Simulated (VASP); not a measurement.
A run of VASP 6.6.1:

File INCAR:

```
PREC = Accurate
ENCUT = 520
EDIFF = 1E-7
ISMEAR = -1
SIGMA = 0.05
LREAL = False
LASPH = True
NELM = 120
ALGO = Normal
ISIF = 2
LWAVE = False
LCHARG = False
ISPIN = 2
MAGMOM = 3 0 0 0 0 0 0 0
LORBIT = 11
LMAXMIX = 4
GGA = PE
NBANDS = 28
```

Contents of KPOINTS:

```
Automatic mesh
0
Gamma
  6 5 5
```

The input POSCAR:

```
Mg6AlCr
1.0
    4.9184130000      0.0000000000      0.0000000000
    0.0000000000      3.1206600000      5.3555610000
    0.0000000000     -3.1206600000      5.3555610000
Cr Al Mg
1 1 6
Direct
    0.5000000000      0.6724320000      0.6724320000
    0.0000000000      0.8265930000      0.8265930000
    0.5000000000      0.1662270000      0.1662270000
    0.5000000000      0.6696020000      0.1608200000
    0.5000000000      0.1608200000      0.6696020000
    0.0000000000      0.3325480000      0.3325480000
    0.0000000000      0.8303430000      0.3414350000
    0.0000000000      0.3414350000      0.8303430000
```

Potentials or basis: VASP PAW PBE potentials, release 64 (Cr_pv, Al, Mg).

Launch:

```console
$ cat potpaw_PBE.64/Cr_pv/POTCAR potpaw_PBE.64/Al/POTCAR potpaw_PBE.64/Mg/POTCAR > POTCAR
$ mpirun -np 1 vasp_std > vasp.out
```

Hardware: 1 thread of Intel(R) Xeon(R) Platinum 8259CL CPU @ 2.50GHz (Skylake/Cascade Lake), on a shared host.

Q: Estimate the wall time of this run.

A: Wall time 6.4 min on 1 thread of Intel(R) Xeon(R) Platinum 8259CL CPU @ 2.50GHz (Skylake/Cascade Lake), on a shared host, peak memory 0.52 GiB. Counts: scf iterations 18, k points 36.
